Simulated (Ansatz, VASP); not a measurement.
# Os (Os(10-10)) in two plane-wave programs, part 2 of 2

Wanted: the spread between two codes on one cell, functional and k mesh.  Valence electrons are named where the data sets of a main pair hold unlike numbers.

VASP 6.6.1 and Ansatz 0.2.0.

So far: The starting structure; VASP: single point, PBEsol.

### Step 3. Ansatz: single point, PBEsol

Level of this step: Ansatz beside VASP: Kohn-Sham DFT, plane waves, PBEsol (Ansatz).

Ansatz runs on its default PAW (the set named soft_2) files.

The same cell, functional, mesh and smearing now go to Ansatz, which takes its cutoff from its data sets.

The input, input.yaml:

```yaml
crystal:
  lattice:
    - [2.7290302526, 0.0, 0.0]
    - [0.0, 4.3111701926, 0.0]
    - [0.0, 0.0, 27.6048508077]
  atoms:
    - { symbol: Os, position: [0.0, 0.0, 0.2760771123] }
    - { symbol: Os, position: [0.5, 0.0, 0.3569551777] }
    - { symbol: Os, position: [0.5, 0.5, 0.2998445347] }
    - { symbol: Os, position: [0.0, 0.0, 0.4432040641] }
    - { symbol: Os, position: [0.0, 0.5, 0.3854280561] }
    - { symbol: Os, position: [0.5, 0.0, 0.5282855215] }
    - { symbol: Os, position: [0.5, 0.5, 0.4717144785] }
    - { symbol: Os, position: [0.0, 0.0, 0.6145719439] }
    - { symbol: Os, position: [0.0, 0.5, 0.5567959359] }
    - { symbol: Os, position: [0.5, 0.0, 0.7001554653] }
    - { symbol: Os, position: [0.5, 0.5, 0.6430448223] }
    - { symbol: Os, position: [0.0, 0.5, 0.7239228877] }
hamiltonian:
  xc: pbesol
  pseudopotentials: { kind: paw }
kpoints:
  mp_grid: { grid: [11, 7, 1] }
scf:
  occupations: { method: methfessel_paxton, width: 0.15 }
  n_extra_bands: 7
efield:
  axis: 3
  dipole_correction: true
  ramp_width: 0.04
output:
  forces: true
  eigenvalues: true
  write_density: true
  write_potential: true
  elf: true
  volumetric_format: npy
```

Command:

```bash
$ ansatz run input.yaml --threads 4 --pin off --max-ram 9216MiB --backend cpu --events-out ev --progress --plain --runs-dir out
```

Numbers of over 12 decimals in the logs are rounded to 6 here.

Log:

```text
scf.n_extra_bands = 7 over 96 filled bands (N_el = 192.0): the run solves 103 bands
Engine: ansatz 0.2.0, aarch64-unknown-linux-gnu
Pseudopotentials: kind: paw
Pseudopotential: Os, paw, valence charge 16, recommended cutoff 420 eV (normal), Os.paw.azcp
Functional definition: PBEsol
  exchange = pbesol_x
  correlation = pbesol_c
Crystal: 12 atoms, lattice volume = 324.780 Å³
Basis set: ecut = 420 eV, 6431 PW (Γ), exchange–correlation on 40×60×384 points (8 copies of the dense FFT grid, shifted against one another)
Bands: 103, of which v1, the nominal top of the filled ones, is band 96 counted from 1 (95 counted from 0)
Symmetry: 4 space group operations
k-points: 24 of 77
Non-local potential: Os, projectors of the file, l = 0: 3, l = 1: 2, l = 2: 2, l = 3: 1
PAW form: soft (Blöchl's): semilocal exchange-correlation on the pseudo side does not see the compensation charge
PAW frozen core: Os, regenerated for the run's functional, and the local potential with it (the file was generated under x = pbe(κ = 0.804, μ = 0.219515), c = pbe(β = 0.066725))
PAW one-centre angular grid: Os, 590 points (default); XC on 64 Gauss nodes
Initial density: superposition of atomic densities (neutral atoms: chi_scale 0, normalization atom), corrected by the library's trained network
Initial wavefunctions: pseudopotential atomic-orbital guess
Functional: x = pbesol(κ = 0.804, μ = 0.123457), c = pbesol(β = 0.046)
SCF iter   1: F=—  HF=-135007.198915 eV  |F-HF|=—  |Δ(HF+E_count)|=         —  Δρ=1.50e-2  dr2=1.17e1  ethr=1.77e-3  p=0.000 e·Å  D=1.32e-13 V/Å  ΔV_dip=-0.00 eV  dr2_dipole=3.13e-9  V_vac-E_F(+/−)=5.29/5.29 eV  ⟨swp⟩=8.1  Hψ=12328  notcnv=0
efield: sawtooth ramp at fractional position 0.9800 (placed from the atoms, in the widest stretch of the axis that holds none; the zero of the levels goes with the place), width 0.0400; the density the first Hamiltonian is built on has a dipole p = 0.000 e·Å; the dipole correction subtracts the counter field D = 1.32e-13 V/Å, which shifts the + side's vacuum level by -0.00 eV against the − side's; the planar-averaged density in the ramp window peaks in size at 9.6e-5 e/Å³
preconditioner: auto → LDOS  [metal: Δε(μ)=0.015 eV  Ē_g=4.819 eV  σ=0.150 eV  W_gap=0.09  n_scr=72 (ndim 8)  ℏωp=20.2 eV  f_vac=0.440  D(μ)=12.46/eV (n_scr^D=82)  β→1.0]
SCF iter   2: F=—  HF=-135007.012435 eV  |F-HF|=—  |Δ(HF+E_count)|=   1.86e-1  S|Δr|=    0.00e0  Δρ=5.80e-3  dr2=1.53e-1  ethr=1.77e-3  p=0.000 e·Å  D=8.58e-7 V/Å  ΔV_dip=-0.00 eV  dr2_dipole=2.60e-7  V_vac-E_F(+/−)=5.31/5.31 eV  ⟨swp⟩=1.7  Hψ=3117  notcnv=0  defer=4
SCF iter   3: F=—  HF=-135007.001730 eV  |F-HF|=—  |Δ(HF+E_count)|=   1.07e-2  S|Δr|=    0.00e0  Δρ=2.60e-3  dr2=3.56e-2  ethr=7.98e-5  p=0.000 e·Å  D=1.24e-5 V/Å  ΔV_dip=-0.00 eV  dr2_dipole=3.11e-6  V_vac-E_F(+/−)=5.27/5.28 eV  ⟨swp⟩=2.5  Hψ=4530  notcnv=0  defer=4
SCF iter   4: F=—  HF=-135006.995353 eV  |F-HF|=—  |Δ(HF+E_count)|=   6.38e-3  S|Δr|=    0.00e0  Δρ=7.98e-4  dr2=4.94e-3  ethr=1.85e-5  p=0.000 e·Å  D=8.65e-6 V/Å  ΔV_dip=-0.00 eV  dr2_dipole=1.09e-6  V_vac-E_F(+/−)=5.26/5.26 eV  ⟨swp⟩=2.7  Hψ=4748  notcnv=0  defer=4
SCF iter   5: F=—  HF=-135006.994505 eV  |F-HF|=—  |Δ(HF+E_count)|=   8.48e-4  S|Δr|=    0.00e0  Δρ=3.30e-4  dr2=7.57e-4  ethr=2.57e-6  p=-0.000 e·Å  D=-6.80e-7 V/Å  ΔV_dip=0.00 eV  dr2_dipole=2.91e-9  V_vac-E_F(+/−)=5.25/5.25 eV  ⟨swp⟩=2.7  Hψ=4596  notcnv=0  defer=4
SCF iter   6: F=—  HF=-135006.994445 eV  |F-HF|=—  |Δ(HF+E_count)|=   5.95e-5  S|Δr|=    0.00e0  Δρ=1.23e-4  dr2=9.22e-5  ethr=3.94e-7  p=0.000 e·Å  D=5.64e-7 V/Å  ΔV_dip=-0.00 eV  dr2_dipole=3.01e-8  V_vac-E_F(+/−)=5.24/5.24 eV  ⟨swp⟩=2.2  Hψ=3684  notcnv=0  defer=4
SCF iter   7: F=—  HF=-135006.994395 eV  |F-HF|=—  |Δ(HF+E_count)|=   4.97e-5  S|Δr|=    0.00e0  Δρ=4.63e-5  dr2=1.55e-5  ethr=4.80e-8  p=-0.000 e·Å  D=-9.87e-7 V/Å  ΔV_dip=0.00 eV  dr2_dipole=3.88e-9  V_vac-E_F(+/−)=5.24/5.24 eV  ⟨swp⟩=3.0  Hψ=4572  notcnv=0  defer=1
SCF iter   8: F=—  HF=-135006.994394 eV  |F-HF|=—  |Δ(HF+E_count)|=   1.44e-6  S|Δr|=    0.00e0  Δρ=1.54e-5  dr2=2.19e-6  ethr=8.06e-9  p=-0.000 e·Å  D=-3.63e-7 V/Å  ΔV_dip=0.00 eV  dr2_dipole=7.04e-9  V_vac-E_F(+/−)=5.24/5.24 eV  ⟨swp⟩=2.7  Hψ=4254  notcnv=0  defer=1
SCF iter   9: F=—  HF=-135006.994395 eV  |F-HF|=—  |Δ(HF+E_count)|=   1.33e-6  S|Δr|=    0.00e0  Δρ=6.98e-6  dr2=3.67e-7  ethr=1.14e-9  p=-0.000 e·Å  D=-3.07e-7 V/Å  ΔV_dip=0.00 eV  dr2_dipole=3.65e-11  V_vac-E_F(+/−)=5.23/5.23 eV  ⟨swp⟩=2.6  Hψ=4076  notcnv=0  defer=1
SCF iter  10: F=-135006.994395 eV  HF=-135006.994395 eV  |F-HF|=5.79e-9  |Δ(HF+E_count)|=   4.02e-8  S|Δr|=    0.00e0  Δρ=2.54e-6  dr2=9.98e-8  ethr=5.21e-11  p=0.000 e·Å  D=1.26e-8 V/Å  ΔV_dip=-0.00 eV  dr2_dipole=1.78e-10  V_vac-E_F(+/−)=5.23/5.23 eV  ⟨swp⟩=15.3  Hψ=22650  notcnv=0
SCF 1 converged in 10 iterations: F = -135006.994395 eV  dr2 = 9.98e-8
  greatest PAW one-centre occupation: 1.000 electrons in one spin orbital (limit 2), on the Os atom at site 1 (counted from 0), in its partial waves of l = 0
WARN: The output density's exchange-correlation potential varies sharply where the density is thin. Do not read a vacuum level from v_tot or v_xc, or from such a field of the output density. On a cell that repeats whose density bears no net charge and no dipole along the vacuum's axis use v_es (v_loc + v_h of the components); under efield.dipole_correction with no amplitude use v_es + v_field, which holds any externa [...]
SCF converged after 10 iterations
Stability not checked: this state was not tested for a lower state beside it, because cold or Methfessel-Paxton smearing, or corrected tetrahedra, fill the levels in a way that the test cannot read (fill_not_monotonic; see scf.lower_state_search)
Free energy (F): -135006.994395 eV
Harris-Foulkes:  -135006.994395 eV  (|F-HF|=5.79e-9)
Internal energy: -135006.981576 eV  (E = F + TS)
E sigma→0 (E₀):  -135006.991190 eV
Entropy (-TS):   -0.012820 eV (-1.068 meV/atom)
Fermi energy:    10.895921 eV
Dipole field:    D = 0.000014 V/Å  (p = 0.000025 e·Å, saw-weighted, corrected)
Work function:   Φ+ = 5.2319 eV   Φ− = 5.2323 eV
Levels:          The Fermi level and band energies are counted from a zero that moves with the ramp; work functions are not
--- Per-component energies (eV) ---
  E_band       = -3674.228346
  E_kinetic    = 6742.374819
  E_local      = -325285.728715  (includes V_loc(G=0)·N_el)
  E_nonlocal   = 17.656444
  E_hartree    = 160397.835214
  E_xc         = -3178.110200
  E_vxc        = -3398.883575  (∫ρ·V_xc dr)
  E_paw        = -106559.501662  (= ΣΔE_a)
  E_vpaw       = -2545.205743  (= ΣTr[D̂ρ^β])
  E_aug_tail   = -0.000925  (compensation charges beyond the density's cutoff)
  E_efield     = 0.000000  (sawtooth field / dipole correction)
  E_vefield    = 0.000000  (∫n·V_field dr)
  E_ewald      = 132855.518253
  E_core_change = 2.975196  (= ΣΔE_core)
  E_smearing   = -0.012820  (= −TS)
  E_closure    = -0.000000  (closes the sum)
  Σ components = -135006.994395   (vs F -135006.994395, Δ=0.00e0)
--- Forces (eV/Å), atoms counted from 1 ---
  atom   1  Os     0.00000000     0.00000000    -0.02986695
  atom   2  Os     0.00000000     0.00000000     0.00954680
  atom   3  Os     0.00000000     0.00000000     0.04357493
  atom   4  Os     0.00000000     0.00000000    -0.01133022
  atom   5  Os     0.00000000     0.00000000     0.00417556
  atom   6  Os     0.00000000     0.00000000     0.00154243
  atom   7  Os     0.00000000     0.00000000    -0.00154424
  atom   8  Os     0.00000000     0.00000000    -0.00418601
  atom   9  Os     0.00000000     0.00000000     0.01134369
  atom  10  Os     0.00000000     0.00000000    -0.04356384
  atom  11  Os     0.00000000     0.00000000    -0.00957064
  atom  12  Os     0.00000000     0.00000000     0.02988236
  max |Σ_I F_I| component: 3.86e-6 eV/Å
--- Band table (eV; the first three rows and the last of 24) ---
  k-point 0: bands = [... 92 lower, 9.3579, 9.4768, 9.6010, 9.8579, 9.8730, 10.0575, 10.0637, 10.8922, ... 3 higher]
  k-point 1: bands = [... 92 lower, 9.6136, 9.6970, 9.8347, 10.0572, 10.2432, 10.5086, 10.5127, 10.8372, ... 3 higher]
  k-point 2: bands = [... 92 lower, 9.9782, 10.0825, 10.3290, 10.3690, 10.5093, 10.7150, 10.8101, 10.8997, ... 3 higher]
  k-point 23: bands = [... 92 lower, 10.8906, 11.1060, 11.2765, 11.3618, 11.7160, 12.0208, 12.5603, 12.5800, ... 3 higher]
```

It took 72 s on 4 threads of Arm Neoverse N1, shared host; peak memory 1.3 GiB.

The column dr2 measures how far the density is from self-consistency, as an energy; F and HF (Harris–Foulkes) agree once it is small.

### Step 4. Side by side

Known differences besides the potentials themselves: the data sets hold 192 valence electrons in Ansatz (on its default PAW (the set named soft_2) files) and 96 in VASP; the cutoff is 420 eV in Ansatz and 320 eV in VASP (PREC = Normal); Ansatz makes its cores anew for this functional, VASP keeps those of its PBE data sets. Total energies have different zeros and are not compared.

The two programs side by side:

```csv
quantity,Ansatz,VASP,difference
"work function, lower of the two faces (eV)",5.23,5.23,0.00
"work function, higher of the two faces (eV)",5.23,5.23,0.00
```

At this near-relaxed geometry the largest component of a force difference is 38 meV/Å. VASP's log warns that it found no field-free region in the vacuum, so its work functions are uncertain. With vacuum in the cell, a pressure given here is an average over mostly empty space and none of the material.

### Step 5. Other set-ups

Further runs change the set-up of one program: Ansatz's method, potentials or start, or VASP's data sets, cutoff or form of LDA. The table gives Ansatz less VASP for each quantity, since a change that brings one quantity closer may part another.

```csv
run,r.m.s. force difference (meV/Å),"work function, lower of the two faces (eV)","work function, higher of the two faces (eV)"
as above,12,-3.1e-4,8.0e-5
cores kept as stored,12,-4.1e-4,1.0e-5
"Ansatz's larger PAW set (cutoff 700 eV), whose cores stay as stored",12,-0.0018,-0.0015
norm-conserving potentials (cutoff 1007 eV),12,0.0034,0.0035
```

### Step 6. Results

```
r.m.s. force difference (single point, PBEsol) : 12 meV/Å
```

The r.m.s. force difference is 12 meV/Å (single point, PBEsol), at about the 12 meV/Å picked in this series as the mark of a large difference. The data sets hold unlike numbers of valence electrons (192 in Ansatz and 96 in VASP), so part of the differences comes from the potentials. Single point, PBEsol, cores kept as stored: the difference in work function, lower of the two faces goes from -3.1e-4 to -4.1e-4 eV; the difference in work function, higher of the two faces goes from 8.0e-5 to 1.0e-5 eV. Single point, PBEsol, Ansatz's larger PAW set (cutoff 700 eV), whose cores stay as stored: the difference in work function, lower of the two faces goes from -3.1e-4 to -0.0018 eV; the difference in work function, higher of the two faces goes from 8.0e-5 to -0.0015 eV. Single point, PBEsol, norm-conserving potentials (cutoff 1007 eV): the difference in work function, lower of the two faces goes from -3.1e-4 to 0.0034 eV; the difference in work function, higher of the two faces goes from 8.0e-5 to 0.0035 eV. How closely two codes agree says nothing of how well the functional describes the real material.

[Lines on the potential files, build, host, timing and source positions are cut from VASP's logs without a mark.]

[Logs are printed without paths, hosts, clocks, repeated set-up lines and the standing remarks that a program may print on its own settings, such as how far it seeks lower states.]

[Hosts, paths, dates, database ids (printed as entryN), source tags and the programs' standing remarks are cut or masked in the printed files.]
